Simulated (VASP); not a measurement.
Level of theory: LDA (Ceperley-Alder, Perdew-Zunger), VASP's LDA PAW potentials (set 64) (plane waves; VASP 6.6.1).

Gaps are without spin-orbit coupling.

```
Quantity                                               Value
---------------------------------------------  -------------
volume per atom                                47.35 Å³/atom
band gap (over mesh and band path)                   1.81 eV
smallest direct gap (over mesh and band path)        2.12 eV
Hill bulk modulus                                   14.9 GPa
Hill shear modulus                                   5.9 GPa
```

Problem. Which relaxed crystal gives these values?
A. Ag2O, Pn-3m (224)
B. GeF4, I-43m (217)
C. MgTe, F-43m (216)
D. Rb2Te, Fm-3m (225)

Solution. D, Rb2Te, Fm-3m (225)
